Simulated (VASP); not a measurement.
Method: PBEsol GGA, VASP's PBE PAW potentials (set 64) (plane waves; VASP).

Input for VASP

**INCAR**
```
! general
SYSTEM  = Ga4P3Sb
PREC    = Accurate
ENCUT   = 400
LREAL   = .FALSE.
LASPH   = .TRUE.
ICHARG  = 11

! electronic loop
EDIFF   = 1E-7
NELM    = 100
ALGO    = Normal
LMAXMIX = 4

! smearing
ISMEAR  = 0
SIGMA   = 0.05

! functional
GGA     = PS

! output
LWAVE   = .FALSE.
LCHARG  = .FALSE.
LORBIT  = 11
```

POSCAR:
```
Ga4P3Sb
1.0
 -0.0070553572   5.6024539811   5.6114553257
  5.6024539811  -0.0070553572   5.6114553257
  2.7976993120   2.7976993120   0.0000000000
Ga Sb P
4 1 3
Cart
  5.5953986239   5.5953986239  11.0557001296
  5.6724105249   8.3160860355   8.4891586300
  8.3160860355   5.6724105249   8.4891586300
  5.5953986237   5.5953986237   5.6247625194
  1.3988496565   1.3988496565   1.4124025715
  4.2002249067   1.3951737167   4.2057336295
  1.3951737167   4.2002249067   4.2057336295
  4.1965489677   4.1965489677   7.0204481906
```

File KPOINTS:
```
k-points along high-symmetry lines
8
Line-mode
Reciprocal
  0.000000   0.000000   0.000000 ! GAMMA
 -0.500000  -0.500000   0.000000 ! Y

 -0.500000  -0.500000   0.000000 ! Y
 -0.625000  -0.375000   0.000000 ! C_0

 -0.375000   0.375000   0.000000 ! SIGMA_0
  0.000000   0.000000   0.000000 ! GAMMA

  0.000000   0.000000   0.000000 ! GAMMA
  0.500000   0.500000   0.500000 ! Z

  0.500000   0.500000   0.500000 ! Z
  0.125000   0.875000   0.500000 ! A_0

 -0.125000   0.125000   0.500000 ! E_0
  0.000000   0.000000   0.500000 ! T

  0.000000   0.000000   0.500000 ! T
 -0.500000  -0.500000   0.000000 ! Y

  0.000000   0.000000   0.000000 ! GAMMA
 -0.500000   0.000000   0.000000 ! S

 -0.500000   0.000000   0.000000 ! S
  0.000000   0.500000   0.500000 ! R

  0.000000   0.500000   0.500000 ! R
  0.500000   0.500000   0.500000 ! Z

  0.500000   0.500000   0.500000 ! Z
  0.000000   0.000000   0.500000 ! T
```

POTCAR, in this order: Ga_d Sb P (PBE.64 set). Program: vasp_std. Read from the step before: CHGCAR.

The resulting files:

**OSZICAR**
```
       N       E                     dE             d eps       ncg     rms          rms(c)
DAV:   1     0.555887160230E+03    0.55589E+03   -0.28716E+04  7842   0.208E+03
DAV:   2     0.495469292388E+02   -0.50634E+03   -0.49445E+03  8184   0.523E+02
DAV:   3    -0.304270715991E+02   -0.79974E+02   -0.77451E+02  8814   0.157E+02
DAV:   4    -0.353814356527E+02   -0.49544E+01   -0.48956E+01  9217   0.397E+01
DAV:   5    -0.355631750965E+02   -0.18174E+00   -0.18039E+00 10529   0.696E+00
DAV:   6    -0.355697141989E+02   -0.65391E-02   -0.65256E-02 10572   0.119E+00
DAV:   7    -0.355698197146E+02   -0.10552E-03   -0.10542E-03 10560   0.158E-01
DAV:   8    -0.355698220485E+02   -0.23339E-05   -0.23337E-05 10462   0.213E-02
DAV:   9    -0.355698221257E+02   -0.77176E-07   -0.77401E-07  7213   0.269E-03
   1 F= -.35569822E+02 E0= -.35568502E+02  d E =-.263927E-02
```

File OUTCAR:
```
 val. band max:        5.3071916521   @ k =   0.0000   0.0000   0.0000

 cond. band min:       5.3418504417   @ k =   0.0000   0.0000   0.0000



 k-point     1 :       0.0000    0.0000    0.0000
  band No.  band energies     occupation
      1     -10.2124      2.00000
      2     -10.1833      2.00000
      3     -10.1560      2.00000
      4     -10.1072      2.00000
      5     -10.0973      2.00000
      6     -10.0168      2.00000
      7     -10.0016      2.00000
      8      -9.9782      2.00000
      9      -9.9440      2.00000
     10      -9.9359      2.00000
     11      -9.9331      2.00000
     12      -9.8956      2.00000
     13      -9.8839      2.00000
     14      -9.8823      2.00000
     15      -9.8720      2.00000
     16      -9.7783      2.00000
     17      -9.7644      2.00000
     18      -9.7337      2.00000
     19      -9.6856      2.00000
     20      -9.6667      2.00000
     21      -7.6130      2.00000
     22      -5.8504      2.00000
     23      -5.5635      2.00000
     24      -4.4525      2.00000
     25      -2.1963      2.00000
     26      -1.9509      2.00000
     27      -1.8093      2.00000
     28       1.9243      2.00000
     29       1.9467      2.00000
     30       3.1837      2.00000
     31       3.4128      2.00000
     32       3.4773      2.00000
     33       3.6868      2.00000
     34       4.8634      2.00000
     35       4.9194      2.00000
     36       5.3072      1.44193
     37       5.3419      0.69315
     38       5.7505      0.00000
     39       5.9808      0.00000
     40       6.1689      0.00000
     41       7.0604      0.00000
     42       8.2333      0.00000
     43       8.2899      0.00000

 k-point     2 :      -0.0714   -0.0714    0.0000
  band No.  band energies     occupation
      1     -10.2122      2.00000
      2     -10.1831      2.00000
      3     -10.1558      2.00000
      4     -10.1072      2.00000
      5     -10.0973      2.00000
      6     -10.0172      2.00000
...
```

The density is held fixed in this step, so its total energy and stress have no physical meaning. Unless said otherwise, spin-orbit coupling is left out, though it shifts the bands of the heavy elements here.

The structure was generated: Ga4P3Sb was put into an ordered model structure (Amm2), which need not be its known phase. It was relaxed first.
